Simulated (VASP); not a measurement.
Here is a VASP 6.6.1 calculation.

INCAR

```
SYSTEM = Ga2SnO
PREC = Accurate
ENCUT = 520
EDIFF = 1E-7
ISMEAR = 0
SIGMA = 0.1
LREAL = .False.
LASPH = .True.
NELM = 120
ALGO = Normal
ISIF = 3
LWAVE = .False.
LCHARG = .False.
GGA = PE
IBRION = 2
NSW = 60
EDIFFG = -0.005
POTIM = 0.3
KPAR = 4
```

File KPOINTS:

```
regular mesh
0
Gamma
  6 6 6
  0 0 0
```

File POSCAR:

```
Ga2SnO                                  
1.0
   -3.6729719150      3.6729719150      2.8837031177
    3.6729719150     -3.6729719150      2.8837031177
    3.6729719150      3.6729719150     -2.8837031177
  Ga              Sn              O             
     4     2     2
Direct
     0.1480649235269258    0.6480649235269259    0.7961298470538445
     0.6480649235269259    0.8519350764730741    0.5000000000000000
     0.8519350764730741    0.3519350764730742    0.2038701529461554
     0.3519350764730742    0.1480649235269258    0.5000000000000000
     0.7500000000000000    0.7500000000000000    0.0000000000000000
     0.2500000000000000    0.2500000000000000    0.0000000000000000
     0.2500000000000000    0.7500000000000000    0.5000000000000000
     0.7500000000000000    0.2500000000000000    0.5000000000000000
```

Potentials or basis: VASP PAW PBE potentials, release 64 (Ga_d, Sn_d, O).

Command:

```bash
$ cat potpaw_PBE.64/Ga_d/POTCAR potpaw_PBE.64/Sn_d/POTCAR potpaw_PBE.64/O/POTCAR > POTCAR
$ mpirun -np 4 vasp_std > vasp.out
```

Task: What does it give for the relaxed volume?

Result: 19.46 Å³/atom.

Task: What does it give for the space group after relaxing (to 0.05 Å)?

Result: I4/mcm (No. 140).

Final structure:
```
CELL_PARAMETERS angstrom
-3.67391 3.67391 2.88394
3.67391 -3.67391 2.88394
3.67391 3.67391 -2.88394
ATOMIC_POSITIONS crystal
Ga 0.14808 0.64808 0.79617
Ga 0.64808 0.85192 0.50000
Ga 0.85192 0.35192 0.20383
Ga 0.35192 0.14808 0.50000
Sn 0.75000 0.75000 0.00000
Sn 0.25000 0.25000 0.00000
O 0.25000 0.75000 0.50000
O 0.75000 0.25000 0.50000
```
